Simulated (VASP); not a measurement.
Consider the following.

```xyz
2
Lattice="0.0000 3.3451 3.3451 3.3451 0.0000 3.3451 3.3451 3.3451 0.0000" Properties=species:S:1:pos:R:3 pbc="T T T"
Sr     0.0000     0.0000     0.0000
Te     3.3451     3.3451     3.3451
```

Calculation: PBE GGA with D3 dispersion (Becke-Johnson damping), VASP's PBE PAW potentials (set 64) (plane waves; VASP). Settings: 520 eV cut-off, 7×7×7 Γ-centred mesh, Gaussian smearing of 0.050 eV, potentials Sr_sv Te.

Problem. Give the stress tensor in GPa (positive for a compressed cell).

Solution. 
```
-1.00   0.00   0.00
 0.00  -1.00   0.00
 0.00   0.00  -1.00
```
The pressure is its mean diagonal, -1.00 GPa.

The compound is SrTe in the rock salt structure. This cell is one point of a volume scan, at 1.03 of the reference volume.
